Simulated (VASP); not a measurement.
All values below come from PBE GGA, VASP's PBE PAW potentials (set 64) (plane waves; VASP 6.6.1).

Input for VASP

### POSCAR
```
Ba3Al
1.0
 -2.8227840000   2.8227840000   6.2875920000
  2.8227840000  -2.8227840000   6.2875920000
  2.8227840000   2.8227840000  -6.2875920000
Ba Al
3 1
Cart
  0.0000000000   0.0000000000   6.2875920000
  0.0000000000   2.8227840000   3.1437960000
  2.8227840000   0.0000000000   3.1437960000
  0.0000000000   0.0000000000   0.0000000000
```

INCAR:
```
SYSTEM = Ba3Al
PREC = Accurate; ENCUT = 300; LREAL = F
LASPH = T
EDIFF = 1E-6; NELM = 100; ALGO = Normal
LMAXMIX = 4
ISMEAR = 0; SIGMA = 0.2
GGA = PE
ISIF = 2
LWAVE = F; LCHARG = F
```

KPOINTS:
```
kpoints
0
G
4 4 4
0 0 0
```

POTCAR, in this order: Ba_sv Al (PBE.64 set). Program: vasp_std.

The run wrote:

### OSZICAR
```
       N       E                     dE             d eps       ncg     rms          rms(c)
DAV:   1     0.203576838922E+03    0.20358E+03   -0.97973E+03   520   0.839E+02
DAV:   2     0.695596454232E+01   -0.19662E+03   -0.19403E+03   724   0.214E+02
DAV:   3    -0.812421566294E+01   -0.15080E+02   -0.14865E+02   700   0.633E+01
DAV:   4    -0.893125398188E+01   -0.80704E+00   -0.79637E+00   812   0.127E+01
DAV:   5    -0.894490076171E+01   -0.13647E-01   -0.13540E-01   680   0.157E+00    0.373E+00
DAV:   6    -0.893485626243E+01    0.10044E-01   -0.52051E-02   740   0.129E+00    0.221E+00
DAV:   7    -0.893600117506E+01   -0.11449E-02   -0.39155E-02   640   0.145E+00    0.280E-01
DAV:   8    -0.893694274179E+01   -0.94157E-03   -0.42328E-03   824   0.293E-01    0.115E-01
DAV:   9    -0.893747267420E+01   -0.52993E-03   -0.89761E-04   644   0.167E-01    0.298E-02
DAV:  10    -0.893744560344E+01    0.27071E-04   -0.10377E-04   640   0.365E-02    0.729E-03
DAV:  11    -0.893744316355E+01    0.24399E-05   -0.25335E-05   628   0.184E-02    0.516E-03
DAV:  12    -0.893744310242E+01    0.61127E-07   -0.10240E-06   428   0.541E-03
   1 F= -.89374431E+01 E0= -.88728539E+01  d E =-.129178E+00
```

### OUTCAR
```
------------------------ aborting loop because EDIFF is reached ----------------------------------------
  FORCE on cell =-STRESS in cart. coord.  units (eV):
  Direction    XX          YY          ZZ          XY          YZ          ZX
  --------------------------------------------------------------------------------------
  Total       -1.2484799     -1.2484799     -2.8256755      0.0000000      0.0000000      0.0000000
  in kB       -9.9814235     -9.9814235    -22.5908841      0.0000000      0.0000000      0.0000000
  external PRESSURE =     -14.1845770 kB  Pullay stress =       0.0000000 kB
  volume of cell :      200.40
      direct lattice vectors                 reciprocal lattice vectors
    -2.822784000  2.822784000  6.287592000     0.000000000  0.177130096  0.079521699
     2.822784000 -2.822784000  6.287592000     0.177130096  0.000000000  0.079521699
     2.822784000  2.822784000 -6.287592000     0.177130096  0.177130096  0.000000000
 POSITION                                       TOTAL-FORCE (eV/Angst)
 -----------------------------------------------------------------------------------
      0.00000      0.00000      6.28759        -0.000000      0.000000     -0.000000
      0.00000      2.82278      3.14380         0.000000     -0.000000      0.000000
      2.82278      0.00000      3.14380        -0.000000      0.000000      0.000000
      0.00000      0.00000      0.00000        -0.000000      0.000000     -0.000000
 -----------------------------------------------------------------------------------
    total drift:                               -0.000000      0.000000      0.000000
  FREE ENERGIE OF THE ION-ELECTRON SYSTEM (eV)
  ---------------------------------------------------
  free  energy   TOTEN  =        -8.9374431024 eV

  energy  without entropy=       -8.8082647017  energy(sigma->0) =       -8.87285390
```
(Selected blocks of OUTCAR.)

At this cut-off the stress carries a Pulay error, which pulls relaxed volumes low.

The structure was generated: Ba3Al was put into an ordered model structure, which need not be its known phase. The cell was not relaxed at this level. The k-mesh is coarse (spacing up to 0.39 per Å, 2π included), so the numbers may not be converged in it. The electron count is odd and the run is not spin-polarised, which forces a metal.
